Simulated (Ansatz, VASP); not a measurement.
**Two plane-wave programs on MgGaC4N4**

INCAR

```
SYSTEM = MgGaC4N4
  ALGO = Normal
  EDIFF = 1E-7
  ENCUT = 520
  GGA = PE
  ISIF = 2
  ISMEAR = 0
  LASPH = .True.
  LCHARG = .False.
  LREAL = .False.
  LWAVE = .False.
  NBANDS = 36
  NELM = 100
  PREC = Accurate
  SIGMA = 0.1
```

The input KPOINTS:

```
k-points
0
Gamma
  4 4 4
  0 0 0
```

The input POSCAR:

```
MgGaC4N4
1.0
    5.9363154700      0.0000000000      0.0000000000
    0.0000000000      5.9363154700      0.0000000000
    0.0000000000      0.0000000000      5.9363154700
Mg Ga C N
1 1 4 4
Direct
    0.5000000000      0.5000000000      0.5000000000
    0.0000000000      0.0000000000      0.0000000000
    0.1843999200      0.1843999200      0.1843999200
    0.1843999200      0.8156000800      0.8156000800
    0.8156000800      0.1843999200      0.8156000800
    0.8156000800      0.8156000800      0.1843999200
    0.2981910100      0.2981910100      0.2981910100
    0.2981910100      0.7018089900      0.7018089900
    0.7018089900      0.2981910100      0.7018089900
    0.7018089900      0.7018089900      0.2981910100
```

Input for Ansatz:

```yaml
crystal:
  lattice:
    - [5.93631547, 0.0, 0.0]
    - [0.0, 5.93631547, 0.0]
    - [0.0, 0.0, 5.93631547]
  atoms:
    - { symbol: Mg, position: [0.5, 0.5, 0.5] }
    - { symbol: Ga, position: [0.0, 0.0, 0.0] }
    - { symbol: C, position: [0.18439992, 0.18439992, 0.18439992] }
    - { symbol: C, position: [0.18439992, 0.81560008, 0.81560008] }
    - { symbol: C, position: [0.81560008, 0.18439992, 0.81560008] }
    - { symbol: C, position: [0.81560008, 0.81560008, 0.18439992] }
    - { symbol: "N", position: [0.29819101, 0.29819101, 0.29819101] }
    - { symbol: "N", position: [0.29819101, 0.70180899, 0.70180899] }
    - { symbol: "N", position: [0.70180899, 0.29819101, 0.70180899] }
    - { symbol: "N", position: [0.70180899, 0.70180899, 0.29819101] }
basis:
  ecutwfc: 420
kpoints:
  mp_grid: { grid: [4, 4, 4] }
hamiltonian:
  xc: pbe
scf:
  occupations: { method: gaussian, width: 0.1 }
  lower_state_search: "off"
output:
  forces: true
  stress: true
  eigenvalues: true
```

Alike in both runs: task single point; functional PBE; k mesh 4 × 4 × 4; occupations gaussian, width 0.1 eV; no spin polarisation.

```csv
,VASP,Ansatz
version,VASP 6.6.1,Ansatz 0.2.0
potentials or method,"VASP PAW PBE potentials, release 64 (Mg, Ga_d, C, N)","scalar-relativistic, plane waves, PAW"
plane-wave cutoff (eV),520,420
valence electrons in the cell,51,59
```

|  | VASP | Ansatz | Ansatz less VASP |
| --- | --- | --- | --- |
| gap on the k mesh at the Fermi level (eV) | none | none | - |
| pressure (GPa) | 2.4 | 2.2 | -0.22 |
| rms of the force components (eV/Å) | 0.411 | 0.431 | +0.0205 |

Atom by atom the forces differ by 0.214 eV/Å (rms over components). A gap of «none» marks a metal or a gap that the smearing closes. One of these differences is far larger than is usual between the two programs; its cause wasn't traced. The functional is the same, so the differences come from potentials, cutoffs and numerics. The two sets of potentials don't hold the same shells in valence.

Caveats: the standard files for N, O and F lose accuracy on very short bonds.
